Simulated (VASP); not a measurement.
```
Al3Sc
1.0
    4.10000     0.00000     0.00000
    0.00000     4.10000     0.00000
    0.00000     0.00000     4.10000
Sc Al
1 3
Direct
  0.00000   0.00000   0.00000
  0.00000   0.50000   0.50000
  0.50000   0.00000   0.50000
  0.50000   0.50000   0.00000
```

The numbers are results of PBEsol GGA, VASP's PBE PAW potentials (set 64) (plane waves; VASP), not measurements. Run with 400 eV cut-off, 8×8×8 Γ-centred mesh, first-order Methfessel-Paxton smearing of 0.10 eV, potentials Sc_sv Al.

The ions, cell shape and volume are relaxed. Which structure does the run end with?

```
Al3Sc
1.0
    4.07278     0.00000     0.00000
    0.00000     4.07278     0.00000
    0.00000     0.00000     4.07278
Sc Al
1 3
Cartesian
  0.00000   0.00000   0.00000
  0.00000   2.03639   2.03639
  2.03639   0.00000   2.03639
  2.03639   2.03639   0.00000
```
Space group Pm-3m (221), at a tolerance of 0.03 Å.

How do energy and volume change from the first to the last step?

The energy (σ→0) changes by -1.9 meV/atom and the volume by -2.0 %, in 3 ionic steps.

```csv
step,E(σ→0) (eV),max force (eV/Å),pressure (GPa),volume (Å³)
1,-20.7538,0.000,-1.75,68.92
2,-20.7605,0.000,0.69,67.06
3,-20.7616,0.000,0.00,67.56
```

The compound is Al3Sc in the L1_2 structure. This run relaxes it. Symmetry was kept, so distortions that lower it aren't found.
